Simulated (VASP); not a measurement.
Rh (fcc) is relaxed at rising pressure, each step from the one before. Symmetry mostly holds the structure type, and other phases were not tried. The mesh follows the cell, and a change of mesh leaves a small step in the series.

Consider the following.

Rh is taken in the cubic space group Fm-3m (No. 225), the fcc (Cu type) structure, Pearson symbol cF4. Conventional cell: a = 3.830 Å, b = 3.830 Å, c = 3.830 Å, α = 90.00°, β = 90.00°, γ = 90.00°. Rh on 4a sees 12 Rh at 2.709 Å (cuboctahedral). (Neighbours: up to the widest gap in distance over summed covalent radii, below 1.35, at either atom.)
(The calculation used a cell of 1 atom; values per cell refer to that cell.)

Level of theory: PBE GGA, VASP's PBE PAW potentials (set 64) (plane waves; VASP). Numerical set-up: 500 eV cut-off, 16×16×16 Γ-centred mesh, first-order Methfessel-Paxton smearing of 0.10 eV, potentials Rh_pv.

```
P (GPa)  V (Å³/atom)  H − H(0) (eV/atom)  space group  gap on the mesh (eV)    k-mesh
-------  -----------  ------------------  -----------  --------------------  --------
0              14.05               0.000        Fm-3m                  0.00  16×16×16
5              13.80               0.434        Fm-3m                  0.00  16×16×16
10        (withheld)          (withheld)        Fm-3m                  0.00  16×16×16
20        (withheld)          (withheld)        Fm-3m                  0.00  17×17×17
30             12.81               2.501        Fm-3m                  0.00  17×17×17
45             12.38               3.679        Fm-3m                  0.00  17×17×17
```

Problem. What belongs in the gaps?

Solution. 
- 20, V (Å³/atom): 13.16
- 20, H − H(0) (eV/atom): 1.691
- 10, V (Å³/atom): 13.56
- 10, H − H(0) (eV/atom): 0.861

Pressures at which the relaxation failed are left out.

The compound is Rh in the fcc structure.
